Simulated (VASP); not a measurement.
A convergence study with VASP on CuI (zinc blende): one setting is varied, all else stays as given below, so the limit is that of these other settings.

```
CuI
1.0
    0.00000     3.02500     3.02500
    3.02500     0.00000     3.02500
    3.02500     3.02500     0.00000
Cu I
1 1
Cartesian
  0.00000   0.00000   0.00000
  1.51250   1.51250   1.51250
```

These are PBE GGA, VASP's PBE PAW potentials (set 64) (plane waves; VASP 6.6.1) values and carry that method's errors. The tightest run used: 550 eV cut-off, 17×17×17 Γ-centred mesh, Gaussian smearing of 0.050 eV, potentials Cu I.

| setting | E (eV/atom) | pressure (GPa) | irreducible k-points |
|---|---|---|---|
| 1×1×1 mesh | 2.6518 | 46.99 | 1 |
| 2×2×2 mesh | -2.3308 | 5.27 | 3 |
| 3×3×3 mesh | -2.7010 | 1.65 | 4 |
| 4×4×4 mesh | -2.7632 | 0.87 | 8 |

### Question
These are the cheaper rows. Estimate the results at 17×17×17 mesh, and how far the last row shown lies from them.

### Answer

```
quantity        tightest run  last row shown is off by
--------------  ------------  ------------------------
E (eV/atom)          -2.7806                    0.0174
pressure (GPa)          0.64                      0.23
```

Left out are rungs that failed or repeat a setting and relaxations that didn't move; long series are thinned to 24 rows.

The compound is CuI in the zinc blende structure. The cell was not relaxed at this level.
